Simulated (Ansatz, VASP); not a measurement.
## MoPt: VASP beside Ansatz

```xyz
4
Lattice="4.4766 0.0000 0.0000 0.0000 2.7337 0.0000 0.0000 0.0000 4.9584" Properties=species:S:1:pos:R:3 pbc="T T T"
Mo    1.1192    0.0000    0.8020
Mo    3.3575    0.0000    4.1564
Pt    1.1192    1.3669    3.2861
Pt    3.3575    1.3669    1.6723
```

The cell comes from a database or a generator and needn't be the stable form of this composition.

Alike in both runs: task single point; functional LDA; k mesh 3 × 5 × 3; occupations gaussian, width 0.3 eV; no spin polarisation.

```csv
,VASP,Ansatz
version,VASP 6.6.1,Ansatz 0.2.0
potentials or method,"VASP PAW LDA potentials, release 64 (Mo_sv, Pt)","plane waves, PAW"
plane-wave cutoff (eV),520,420
valence electrons in the cell,48,64
```

Ansatz gave:

* gap on the k mesh at the Fermi level (eV): none
* pressure (GPa): -10.3
* largest component of the traceless stress (GPa): 1.36
* rms of the force components (eV/Å): 0.160

**Question.** What did VASP give for the same quantities?

**Answer.** gap on the k mesh at the Fermi level (eV): none; pressure (GPa): -9.4; largest component of the traceless stress (GPa): 1.34; rms of the force components (eV/Å): 0.157.

Atom by atom the forces differ by 0.005 eV/Å (rms over components). A gap of «none» marks a metal or a gap that the smearing closes. The two sets of potentials don't hold the same shells in valence.

Caveats: the k mesh is coarse (spacing up to 0.47 Å⁻¹), so the values aren't converged. Spin-orbit coupling is left out, which matters for the levels of Pt.
